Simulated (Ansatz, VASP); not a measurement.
## Cross-check of TePtSe between VASP and Ansatz

Aim: how closely do two programs agree when they are given the same cell, functional and k mesh? The cell is taken from a series of runs on this material, whose earlier steps may have relaxed, scaled, displaced or heated it; both programs get it as it stands.

Method: plane waves, with VASP 6.6.1 beside it; PBEsol, in Ansatz 0.2.0.

## (1) The structure

The cell holds 3 atoms: 1 Pt, 1 Se and 1 Te. Cell: a = 3.841 Å, b = 3.927 Å, c = 30.000 Å, α = 90.0°, β = 90.0°, γ = 119.3°. Vacuum lies along c.

## (2) Ansatz: zone-centre phonons, PBEsol, pair 1

Ansatz runs on its PAW soft_1 files.

Second derivatives magnify differences that forces hide, and they need a tight electronic threshold.

The input, input.yaml:

```yaml
crystal:
  lattice:
    - [3.8405849639, 0.0, 0.0]
    - [-1.9202924819, 3.4258254685, 0.0]
    - [0.0, 0.0, 30.0]
  atoms:
    - { symbol: Pt, position: [-0.0004669, -0.0009337999, 0.3335025062] }
    - { symbol: Se, position: [0.330751735, 0.6615034699, 0.3750327383] }
    - { symbol: Te, position: [0.6697151649, 0.3394303299, 0.2881314222] }
  periodic: [true, true, false]
kpoints:
  mp_grid: { grid: [9, 9, 1] }
hamiltonian:
  xc: pbesol
  pseudopotentials: { kind: paw, azcp: { folder: soft_1 }, xc_functional: pbe }
scf:
  occupations: { method: fixed }
output:
  eigenvalues: true
phonons:
  method: dfpt
```

The run is started by

```
> ansatz run input.yaml --threads 4 --pin off --max-ram 16384MiB --backend cpu --events-out ev --progress --plain --runs-dir out
```

Numbers of over 12 decimals in the logs are rounded to 6 here.

What it wrote:

```text
zone centre: on kpoints.mp_grid the ground state, and the responses unless they are solved on pairs of k-points, stand on 25 of the mesh's 81 k-points, reduced under 2 symmetry operations, with k and −k counted as one. Each operation leaves every solved displacement unchanged or reverses it
Engine: ansatz 0.2.0, aarch64-unknown-linux-gnu
Pseudopotentials: kind: paw
Pseudopotential: Pt, paw, valence charge 18, recommended cutoff 420 eV (normal), soft_1/Pt.paw.azcp
Pseudopotential: Se, paw, valence charge 16, recommended cutoff 420 eV (normal), soft_1/Se.paw.azcp
Pseudopotential: Te, paw, valence charge 16, recommended cutoff 420 eV (normal), soft_1/Te.paw.azcp
Functional definition: PBEsol
  exchange = pbesol_x
  correlation = pbesol_c
Crystal: 3 atoms, lattice volume = 394.715 Å³
Basis set: ecut = 420 eV, 7793 PW (Γ), exchange–correlation on 54×54×432 points (8 copies of the dense FFT grid, shifted against one another)
Bands: 30, of which v1, the nominal top of the filled ones, is band 25 counted from 1 (24 counted from 0)
Symmetry: 2 space group operations
k-points: 25 of 81 (time reversal used)
Non-local potential: Pt, projectors of the file, l = 0: 3, l = 1: 2, l = 2: 2, l = 3: 1
Non-local potential: Se, projectors of the file, l = 0: 2, l = 1: 2, l = 2: 3, l = 3: 1
Non-local potential: Te, projectors of the file, l = 0: 2, l = 1: 2, l = 2: 2, l = 3: 1
PAW form: soft (Blöchl's): semilocal exchange-correlation on the pseudo side does not see the compensation charge
PAW frozen core: Pt, regenerated for the run's functional, and the local potential with it (the file was generated under x = pbe(κ = 0.804, μ = 0.219515), c = pbe(β = 0.066725))
PAW frozen core: Se, regenerated for the run's functional, and the local potential with it (the file was generated under x = pbe(κ = 0.804, μ = 0.219515), c = pbe(β = 0.066725))
PAW frozen core: Te, regenerated for the run's functional, and the local potential with it (the file was generated under x = pbe(κ = 0.804, μ = 0.219515), c = pbe(β = 0.066725))
PAW one-centre angular grid: Pt, 590 points (default); XC on 64 Gauss nodes
PAW one-centre angular grid: Se, 590 points (default); XC on 64 Gauss nodes
PAW one-centre angular grid: Te, 590 points (default); XC on 64 Gauss nodes
Initial density: superposition of atomic densities (neutral atoms: chi_scale 0, normalization atom)
Initial wavefunctions: pseudopotential atomic-orbital guess
Functional: x = pbesol(κ = 0.804, μ = 0.123457), c = pbesol(β = 0.046)
SCF iter   1: F=—  HF=-24712.872765 eV  |F-HF|=—  |Δ(HF+E_count)|=         —  Δρ=2.88e-2  dr2=3.85e0  ethr=3.10e-3  ⟨swp⟩=7.1  Hψ=3387  notcnv=0  defer=74
preconditioner: auto → Resta (q_TF=auto, 1.933 Å⁻¹)  ε∞=2.0  [insulator: Δε(μ)=1.471 eV  Ē_g=8.892 eV  n_scr=48 (ndim 8)  ℏωp=8.8 eV  f_vac=0.782  ε∞_Penn≈2.0  vacuum switching on, ρ_ref=5.7e-3 e/Å³]
SCF iter   2: F=—  HF=-24712.781444 eV  |F-HF|=—  |Δ(HF+E_count)|=   9.13e-2  Δρ=1.92e-2  dr2=5.15e0  ethr=3.10e-3  ⟨swp⟩=4.3  Hψ=2031  notcnv=0  defer=75
SCF iter   3: F=—  HF=-24712.215273 eV  |F-HF|=—  |Δ(HF+E_count)|=   5.66e-1  Δρ=8.20e-3  dr2=8.96e-1  ethr=3.10e-3  ⟨swp⟩=4.1  Hψ=1544  notcnv=0  defer=75
SCF iter   4: F=—  HF=-24712.135913 eV  |F-HF|=—  |Δ(HF+E_count)|=   7.94e-2  Δρ=6.08e-3  dr2=8.79e-2  ethr=1.79e-3  ⟨swp⟩=3.7  Hψ=1132  notcnv=0  defer=75
SCF iter   5: F=—  HF=-24712.121125 eV  |F-HF|=—  |Δ(HF+E_count)|=   1.48e-2  Δρ=1.75e-3  dr2=2.70e-2  ethr=1.76e-4  ⟨swp⟩=3.0  Hψ=1178  notcnv=0  defer=75
SCF iter   6: F=—  HF=-24712.119127 eV  |F-HF|=—  |Δ(HF+E_count)|=   2.00e-3  Δρ=2.98e-4  dr2=8.13e-4  ethr=5.41e-5  ⟨swp⟩=3.8  Hψ=1135  notcnv=0  defer=75
SCF iter   7: F=—  HF=-24712.119183 eV  |F-HF|=—  |Δ(HF+E_count)|=   5.61e-5  Δρ=1.00e-4  dr2=2.16e-4  ethr=1.63e-6  ⟨swp⟩=3.6  Hψ=1608  notcnv=0  defer=75
SCF iter   8: F=—  HF=-24712.119174 eV  |F-HF|=—  |Δ(HF+E_count)|=   8.88e-6  Δρ=4.95e-5  dr2=6.57e-5  ethr=4.32e-7  ⟨swp⟩=2.1  Hψ=1021  notcnv=0  defer=75
SCF iter   9: F=—  HF=-24712.119169 eV  |F-HF|=—  |Δ(HF+E_count)|=   5.02e-6  Δρ=1.75e-5  dr2=8.56e-6  ethr=1.31e-7  ⟨swp⟩=2.0  Hψ=938  notcnv=0  defer=75
SCF iter  10: F=—  HF=-24712.119167 eV  |F-HF|=—  |Δ(HF+E_count)|=   2.76e-6  Δρ=2.81e-6  dr2=1.73e-7  ethr=1.71e-8  ⟨swp⟩=2.2  Hψ=1104  notcnv=0  defer=75
SCF iter  11: F=—  HF=-24712.119268 eV  |F-HF|=—  |Δ(HF+E_count)|=   1.01e-4  Δρ=1.15e-6  dr2=2.12e-8  ethr=3.46e-10  ⟨swp⟩=3.6  Hψ=1524  notcnv=0  defer=74
SCF iter  12: F=—  HF=-24712.119268 eV  |F-HF|=—  |Δ(HF+E_count)|=  8.22e-10  Δρ=7.16e-7  dr2=3.07e-9  ethr=4.25e-11  ⟨swp⟩=3.0  Hψ=1180  notcnv=0  defer=73
SCF iter  13: F=—  HF=-24712.119268 eV  |F-HF|=—  |Δ(HF+E_count)|=  4.58e-10  Δρ=1.48e-7  dr2=2.34e-10  ethr=6.14e-12  ⟨swp⟩=3.4  Hψ=1281  notcnv=0  defer=73
SCF iter  14: F=-24712.119268 eV  HF=-24712.119268 eV  |F-HF|=2.29e-10  |Δ(HF+E_count)|=  7.97e-10  Δρ=5.38e-8  dr2=8.89e-12  ethr=1.00e-12  ⟨swp⟩=29.6  Hψ=7871  notcnv=0
SCF 1 converged in 14 iterations: F = -24712.119268 eV  dr2 = 8.89e-12
  greatest PAW one-centre occupation: 1.000 electrons in one spin orbital (limit 2), on the Pt atom at site 0 (counted from 0), in its partial waves of l = 0
DFPT response loops at Γ: preconditioner auto → none (the input reference at scf.mixing.eps_inf says where Resta's filter doesn't serve); β = 0.50; Broyden in place of MSR1
SCF converged after 14 iterations
Free energy (F): -24712.119268 eV
Harris-Foulkes:  -24712.119268 eV  (|F-HF|=2.29e-10)
Internal energy: -24712.119268 eV  (E = F + TS)
E sigma→0 (E₀):  -24712.119268 eV
Fermi energy:    -5.260412 eV
--- Per-component energies (eV) ---
  E_band       = -1725.344369
  E_kinetic    = 879.235638
  E_local      = -112349.907330  (includes V_loc(G=0)·N_el)
  E_nonlocal   = -77.287133
  E_hartree    = 55595.956641
  E_xc         = -436.539432
  E_vxc        = -462.354798  (∫ρ·V_xc dr)
  E_paw        = -16026.401688  (= ΣΔE_a)
  E_vpaw       = -906.944704  (= ΣTr[D̂ρ^β])
  E_aug_tail   = 0.000828  (compensation charges beyond the density's cutoff)
  E_ewald      = 47701.152913
  E_core_change = 1.670294  (= ΣΔE_core)
  E_smearing   = -0.000000  (= −TS)
  E_closure    = 0.000000  (closes the sum)
  Σ components = -24712.119268   (vs F -24712.119268, Δ=0.00e0)
--- Band table (eV; the first three rows and the last of 25) ---
  k-point 0: bands = [... 21 lower, -6.8683, -5.8112, -5.4624, -5.2604, -2.5854, -2.5514, -1.4022 (-1.4023°), -0.4130, ... 1 higher]
  k-point 1: bands = [... 21 lower, -7.1979, -5.8148, -5.4859, -5.3368, -3.4239, -2.7311, -0.9994 (-0.9998°), -0.0983, ... 1 higher]
  k-point 2: bands = [... 21 lower, -7.7408, -6.1541, -5.7041, -5.4209, -4.2914, -2.9166, -0.4283 (-0.4285°), -0.3085, ... 1 higher]
  k-point 24: bands = [... 21 lower, -7.8692, -7.1765, -6.9120, -5.7142, -4.1593, -3.3493, -0.2443 (-0.2443°), 0.6961, ... 1 higher]
  ° read free of the cell's end (the report's vacuum.weakly_bound_levels)
--- Phonons (Γ-DFPT): 9 representative perturbations + reference, on 25 of 81 k-points (Σ response iterations 43) ---
  k mesh reduced under 2 symmetry operations, with k and −k counted as one. Each operation leaves every solved displacement unchanged or reverses it
  ASR residual: 1.281e-4 → 0.000e0 eV/Å²; symmetrization residual: 5.335e-5 eV/Å²
  ASR residual per site (eV/Å²): 1.02e-4 8.63e-5 1.28e-4
  Γ frequencies (cm⁻¹): 0.00 0.00 0.00 147.91 151.69 171.15 187.38 193.27 205.98
  non-analytic LO–TO correction: not included (Born effective charges unavailable; polar crystals: no LO–TO splitting at Γ)
```

The column dr2 measures how far the density is from self-consistency, as an energy; F and HF (Harris–Foulkes) agree once it is small.

[end of part 1 of 3]

[Lines on the potential files, build, host, timing and source positions are cut from VASP's logs without a mark.]

[Logs are printed without paths, hosts, clocks, repeated set-up lines and the standing remarks that a program may print on its own settings, such as how far it seeks lower states.]

[Hosts, paths, dates, database ids (printed as entryN), source tags and the programs' standing remarks are cut or masked in the printed files.]
